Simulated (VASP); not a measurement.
Input:

```xyz
3
Lattice="2.7126 0.0000 0.0000 -1.3563 2.3492 0.0000 0.0000 0.0000 14.9048" Properties=species:S:1:pos:R:3 pbc="T T T"
V      1.3563     0.7831     7.4524
O      0.0000     1.5661     6.3266
O      0.0000     1.5661     8.5783
```
Starting moments (μB, in the order of the record's atoms V O O): 0.5 0.0 0.0.

Level of theory: PBEsol GGA, VASP's PBE PAW potentials (set 64) (plane waves; VASP). Run with 520 eV cut-off, Gaussian smearing of 0.050 eV, potentials V_sv O.

The cell holds a wide vacuum, so values per volume refer to the whole cell. The moments were started parallel, and other spin orders were not tried in this run.

### Question
Give the spin-up energies of bands 7 to 15 at the high-symmetry points, in eV from the Fermi level.

### Answer

| band | Γ | M | K |
|---|---|---|---|
| 7 | -6.27 | -6.41 | -6.24 |
| 8 | -4.22 | -5.08 | -4.76 |
| 9 | -4.22 | -4.65 | -4.70 |
| 10 | -2.76 | -4.28 | -4.41 |
| 11 | -2.76 | -2.61 | -3.14 |
| 12 | -1.69 | -1.67 | -1.97 |
| 13 | 1.15 | -0.20 | -0.38 |
| 14 | 2.72 | 2.15 | 1.14 |
| 15 | 2.73 | 2.20 | 3.37 |

### Question
Give the spin-down energies of bands 7 to 15 at the high-symmetry points, in eV from the Fermi level.

### Answer

```
band      Γ      M      K
----  -----  -----  -----
7     -6.04  -6.24  -6.14
8     -4.00  -5.01  -4.62
9     -4.00  -4.50  -4.60
10    -2.67  -4.17  -4.28
11    -2.67  -2.56  -3.10
12    -1.65  -1.60  -1.88
13     1.75   0.36   0.17
14     2.97   2.71   1.86
15     2.98   2.84   3.88
```

It has no gap at this level: it comes out as a metal or semimetal.

The cell is a sheet with vacuum, built from a generated structure.
